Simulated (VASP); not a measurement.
Crystal: Al2SiF2.

```
CELL_PARAMETERS angstrom
-2.32849 2.32849 3.92357
2.32849 -2.32849 3.92357
2.32849 2.32849 -3.92357
ATOMIC_POSITIONS crystal
Al 0.75000 0.25000 0.50000
Al 0.25000 0.75000 0.50000
Si 0.00000 0.00000 0.00000
F 0.50000 0.00000 0.50000
F 0.00000 0.50000 0.50000
```

The cell was built by a generator and needn't be a form met in nature.

- Program: VASP 6.6.1
- Task: relaxation of cell and atoms
- Functional: PBE
- Potentials or basis: VASP PAW PBE potentials, release 64 (Al, Si, F)
- Cutoff: 520 eV
- k mesh: 4 × 4 × 4
- Occupations: gaussian, width 0.15 eV
- Spin: no spin polarisation

At the start: pressure 2.4 GPa; volume 17.02 Å³/atom.

**Question.** How do energy, volume and symmetry change on relaxing?

**Answer.** Over 10 steps the energy falls by 42.9 meV/atom and the volume is 16.62 Å³/atom (-2.3 %); space group I4/mmm (No. 139, to 0.05 Å).

The path:
| step | energy change (eV) | largest force (eV/Å) | pressure (GPa) | volume (Å³) |
| --- | --- | --- | --- | --- |
| 1 | 0.0000 | 0.0000 | 2.40 | 85.09 |
| 2 | -0.0592 | 0.0000 | -0.45 | 88.25 |
| 3 | -0.0637 | 0.0000 | -1.38 | 89.51 |
| 4 | -0.0948 | 0.0000 | -1.18 | 88.52 |
| 5 | -0.1762 | 0.0000 | -0.58 | 85.37 |
| 6 | -0.1399 | 0.0000 | 3.90 | 78.41 |
| 7 | -0.2071 | 0.0000 | 0.84 | 82.82 |
| 8 | -0.2078 | 0.0000 | 1.32 | 82.14 |
| 9 | -0.2056 | 0.0000 | -1.01 | 84.14 |
| 10 | -0.2145 | 0.0000 | 0.35 | 83.11 |

Final structure:
```
Al Si F
1.0
    -2.13847    2.13847    4.54354
     2.13847   -2.13847    4.54354
     2.13847    2.13847   -4.54354
Al Si F
2 1 2
Direct
  0.75000 0.25000 0.50000
  0.25000 0.75000 0.50000
  0.00000 0.00000 0.00000
  0.50000 0.00000 0.50000
  0.00000 0.50000 0.50000
```

Caveat: the k mesh is coarse (spacing up to 0.48 Å⁻¹), so the values aren't converged.
